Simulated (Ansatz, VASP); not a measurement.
# Cross-check of WSeS between VASP and Ansatz, part 2 of 2

Aim: how closely do two programs agree when they are given the same cell, functional and k mesh? The cell is taken from a series of runs on this material, whose earlier steps may have relaxed, scaled, displaced or heated it; both programs get it as it stands.

VASP 6.6.1 and Ansatz 0.2.0.

So far: The structure; Ansatz: single point, PBEsol; VASP: single point, PBEsol; Comparison; VASP: single point, r2SCAN.

### Step 6. Ansatz: single point, r2SCAN

Level of this step: Ansatz beside VASP: Kohn-Sham DFT, plane waves, r2SCAN (Ansatz).

The same cell, functional and mesh now go to Ansatz, which takes its cutoff from its data sets.

The cell is taken from a series of runs on this material, whose earlier steps may have relaxed, scaled, displaced or heated it; both programs get it as it stands.

Input file input.yaml:

```yaml
crystal:
  lattice:
    - [3.2071974962, 0.0, 0.0]
    - [-1.6035987481, 2.7775145067, 0.0]
    - [0.0, 0.0, 29.7]
  atoms:
    - { symbol: W, position: [0.3333333333, 0.6666666667, 0.5029145149] }
    - { symbol: S, position: [0.6666666667, 0.3333333333, 0.5545391362] }
    - { symbol: Se, position: [0.6666666667, 0.3333333333, 0.4454608638] }
  periodic: [true, true, false]
kpoints:
  mp_grid: { grid: [9, 9, 1] }
  band_path:
    path:
      - [0.0, 0.0, 0.0]
      - [0.5, 0.0, 0.0]
      - [0.3333333333, 0.3333333333, 0.0]
      - [0.1666666667, 0.1666666667, 0.0]
    npoints: 1
hamiltonian:
  xc: r2scan
  pseudopotentials: { kind: paw, azcp: { folder: soft_1 } }
scf:
  occupations: { method: fixed }
  n_extra_bands: 5
output:
  eigenvalues: true
```

Run with:

```
> ansatz run input.yaml --threads 8 --pin off --max-ram 17510MiB --backend cpu --events-out ev --progress --plain --runs-dir out
```

Numbers of over 12 decimals in the logs are rounded to 6 here.

The program printed:

```text
[...]
Crystal: 3 atoms, lattice volume = 264.569 Å³
Basis set: ecut = 500 eV, 6715 PW (Γ), exchange–correlation on 96×96×900 points (64 copies of the dense FFT grid, shifted against one another)
Bands: 23, of which v1, the nominal top of the filled ones, is band 18 counted from 1 (17 counted from 0)
Symmetry: 6 space group operations
[...]
k-points: 12 of 81 (time reversal used)
[...]
--- Band table (eV; the first three rows and the last of 12) ---
  k-point 0: bands = [... 14 lower, -8.0470, -6.9238, -6.9238, -5.7322, -2.3880, -2.3880, -2.1638, -2.1638, ... 1 higher]
  k-point 1: bands = [... 14 lower, -8.3081, -7.1874, -6.9874, -5.8204, -2.8024, -2.5278, -2.4244, -2.0004, ... 1 higher]
  k-point 2: bands = [... 14 lower, -8.2659, -7.3650, -7.3411, -6.3085, -3.3443, -2.7990, -2.3057, -1.3518, ... 1 higher]
  k-point 11: bands = [... 14 lower, -9.6140, -9.0933, -8.1333, -5.6079, -3.6472, -2.2736, -1.4809, 0.1844, ... 1 higher]
[key lines of the parts left out:]
SCF converged after 10 iterations
Free energy (F): -16784.399866 eV
Fermi energy:    -5.607939 eV
```

### Step 7. Comparison

What differs besides the data sets and the points named for the pairs above, as far as they apply: VASP keeps PBE cores, Ansatz makes them for the functional; fixed occupations in Ansatz, narrow Gaussian smearing in VASP; the data sets hold 36 valence electrons in Ansatz (on its PAW soft_1 files) and 18 in VASP; the cutoff is 500 eV in Ansatz and 580 eV in VASP. Total energies have different zeros and are not compared.

The two programs side by side:

```tsv
quantity	Ansatz	VASP	difference
gap on the k mesh (eV)	1.961	1.956	+0.005
```

A gap on the mesh is an upper bound, since the band edges may lie between its points; neither run holds spin-orbit coupling, which can move the band edges of a compound of W. Where the cell holds vacuum, a pressure given here is an average over it and none of the material.

### Step 8. Ansatz: single point, PBEsol, spin-orbit coupling

With cell and atoms fixed, the geometry can't cause a difference; cores, projectors, grids and the points listed under the comparison can.

The cell is taken from a series of runs on this material, whose earlier steps may have relaxed, scaled, displaced or heated it; both programs get it as it stands.

input.yaml, the sections that differ from step 6:

```yaml
kpoints:
  mp_grid: { grid: [9, 9, 1] }
  band_path:
    path:
      - [0, 0, 0]
      - [0.5, 0, 0]
      - [0.3333333333333, 0.3333333333333, 0]
      - [0, 0, 0]
    npoints: 10
hamiltonian:
  xc: pbesol
  pseudopotentials: { kind: paw_fr, azcp: { folder: soft_1 }, xc_functional: pbe }
scf:
  occupations: { method: fixed }
  n_extra_bands: 10
magnetization:
  noncollinear: true
  spin_orbit: true
# crystal, output: as in step 6
```

The program printed:

```text
[...]
non-collinear run that drives no moment, with spin-orbit: no starting moment large enough to seed its density (crystal.atoms[].spin), no starting occupations that ask for one, no magnetisation constraint and no magnetic field, so the semilocal B_xc is pinned to zero
Crystal: 3 atoms, lattice volume = 264.569 Å³
Basis set: ecut = 420 eV, 5259 PW (Γ)
[...]
k-point 1: bands = [... 32 lower, -6.7118, -6.6316, -5.6656, -5.6146, -2.8896, -2.8490, -2.6425, -2.5393, ... 6 higher]
  k-point 2: bands = [... 32 lower, -6.9658, -6.9433, -6.1329, -6.1015, -3.4713, -3.3099, -2.8072, -2.7659, ... 6 higher]
  k-point 11: bands = [... 32 lower, -7.8514, -7.7811, -5.6638, -5.2333, -3.6685, -3.6320, -2.3665, -2.3412, ... 6 higher]
  ° read free of the cell's end (the report's vacuum.weakly_bound_levels)
[key lines of the parts left out:]
SCF converged after 10 iterations
Magnetization: |M| = 0.0000 μB,  M = (+0.0000, +0.0000, +0.0000) μB
Free energy (F): -16593.177331 eV
Fermi energy:    -5.233317 eV
```

### Step 9. VASP: single point, PBEsol, spin-orbit coupling

The same cell, functional and mesh now go to VASP, with its own data sets.

Input file INCAR:

```
SYSTEM = WSeS
PREC = Accurate
ENCUT = 520
EDIFF = 1E-06
NELM = 200
ISMEAR = 0
SIGMA = 0.01
LREAL = .FALSE.
ALGO = Normal
GGA = PS
LNONCOLLINEAR = .TRUE.
MAGMOM = 0 0 0 0 0 0 0 0 0
NBANDS = 30
GGA_COMPAT = .FALSE.
LASPH = .TRUE.
LSORBIT = .TRUE.
LMAXMIX = 4
LORBIT = 11
LWAVE = .FALSE.
LCHARG = .FALSE.
ISIF = 2
LDIPOL = .TRUE.
IDIPOL = 3
DIPOL = 0.5 0.5 0.501
LVHAR = .TRUE.
EFERMI = MIDGAP
NELMDL = -8
KPAR = 2
```

Input file POSCAR:

```
WSeS
1.0
    3.2071974962      0.0000000000      0.0000000000
   -1.6035987481      2.7775145067      0.0000000000
    0.0000000000      0.0000000000     29.7000000000
W S Se
1 1 1
Direct
    0.3333333333      0.6666666667      0.5029145149
    0.6666666666      0.3333333334      0.5545391362
    0.6666666666      0.3333333334      0.4454608638
```

Input file KPOINTS:

```
Automatic mesh
0
Gamma
9 9 1
0 0 0
```

The projector-augmented-wave data sets are W, S and Se (PBE family, release 64).

Run with:

```
> mpirun -np 2 vasp_ncl
```

The program printed:

```text
[banner, memory and clock lines left out]
running    2 mpi-ranks, on    1 nodes
[...]
[... a notice as in an earlier step ...]

 LDA part: xc-table for (Slater+PW92), standard interpolation
 POSCAR, INCAR and KPOINTS ok, starting setup
[...]
entering main loop
       N       E                     dE             d eps       ncg     rms          rms(c)
DAV:   1     0.141719359138E+03    0.14172E+03   -0.55892E+03  1156   0.849E+02
DAV:   2    -0.354826079269E+01   -0.14527E+03   -0.13323E+03  1824   0.169E+02
DAV:   3    -0.250605719106E+02   -0.21512E+02   -0.21349E+02  1576   0.758E+01
DAV:   4    -0.256282275116E+02   -0.56766E+00   -0.56419E+00  1556   0.155E+01
[...]
DAV:  26    -0.244586750776E+02   -0.74204E-05   -0.23552E-07  1092   0.150E-03    0.346E-04
DAV:  27    -0.244586766012E+02   -0.15236E-05   -0.25015E-08   968   0.653E-04    0.403E-04
DAV:  28    -0.244586775841E+02   -0.98292E-06   -0.11295E-08   838   0.361E-04
   1 F= -.24458678E+02 E0= -.24458678E+02  d E =0.000000E+00  mag=     0.0000    -0.0000    -0.0000
```

From OUTCAR (step 9):

```text
  Total       -0.1458649     -0.1458649     -0.0718112     -0.0000000      0.0000000      0.0000000
  in kB       -0.8833296     -0.8833296     -0.4348746     -0.0000000      0.0000000      0.0000000
  external PRESSURE =      -0.7338446 kB  Pullay stress =       0.0000000 kB

 POSITION                                       TOTAL-FORCE (eV/Angst)
 -----------------------------------------------------------------------------------
     -0.00000      1.85168     14.93656         0.000000      0.000000      0.015737
      1.60360      0.92584     16.46981        -0.000000      0.000000     -0.024951
      1.60360      0.92584     13.23019         0.000000     -0.000000      0.009214
 -----------------------------------------------------------------------------------
    total drift:                                0.000000     -0.000000      0.000071

  FREE ENERGIE OF THE ION-ELECTRON SYSTEM (eV)
  ---------------------------------------------------
  free  energy   TOTEN  =       -24.4586775841 eV

  energy  without entropy=      -24.4586775841  energy(sigma->0) =      -24.45867758

 magnetization (x)
# of ion       s       p       d       tot
------------------------------------------
    1        0.000   0.000   0.000   0.000
    2        0.000   0.000   0.000   0.000
    3       -0.000   0.000   0.000  -0.000
--------------------------------------------------
tot          0.000   0.000   0.000   0.000

 magnetization (y)
# of ion       s       p       d       tot
------------------------------------------
    1        0.000   0.000   0.000   0.000
    2       -0.000   0.000   0.000   0.000
    3        0.000   0.000   0.000   0.000
--------------------------------------------------
tot         -0.000   0.000   0.000   0.000

 magnetization (z)
# of ion       s       p       d       tot
------------------------------------------
    1        0.000  -0.000   0.000   0.000
    2       -0.000   0.000   0.000   0.000
    3       -0.000   0.000   0.000  -0.000
--------------------------------------------------
tot         -0.000  -0.000   0.000   0.000

[... 1 part as in an earlier step ...]

[... 2 further parts left out ...]
[key lines of the parts left out:]
E-fermi :  -2.1556
```

### Step 10. Differences

What differs besides the data sets and the points named for the pairs above, as far as they apply: spin-orbit coupling enters by fully relativistic files in Ansatz and inside the spheres in VASP; the data sets hold 36 valence electrons in Ansatz (on its PAW fully relativistic soft_1 files) and 18 in VASP. Total energies have different zeros and are not compared.

Compared:

```tsv
quantity	Ansatz	VASP	difference
gap on the k mesh (eV)	1.565	1.554	+0.011
```

A gap on the mesh is an upper bound, since the band edges may lie between its points. Where the cell holds vacuum, a pressure given here is an average over it and none of the material.

### Step 11. What came out

| Quantity | Value |
| --- | --- |
| difference in gap on the k mesh (single point, PBEsol) | 0.0080 eV |
| difference in gap on the k mesh (single point, r2SCAN) | 0.0047 eV |
| difference in gap on the k mesh (single point, PBEsol, spin-orbit coupling) | 0.011 eV |

The difference in gap on the k mesh is 0.011 eV (single point, PBEsol, spin-orbit coupling), within the 0.08 eV picked in this series as the mark of a large difference. The data sets hold unlike numbers of valence electrons (36 in Ansatz and 18 in VASP), so part of the differences may come from the potentials. Such differences can come from data sets, numerical settings and the points named under the comparisons, not from the functional's error against experiment.

[Lines on the potential files, build, host, timing and source positions are cut from VASP's logs without a mark.]

[Logs are printed without paths, hosts, clocks, repeated set-up lines and the standing remarks that a program may print on its own settings, such as how far it seeks lower states.]

[Hosts, paths, dates, database ids (printed as entryN), source tags and the programs' standing remarks are cut or masked in the printed files.]
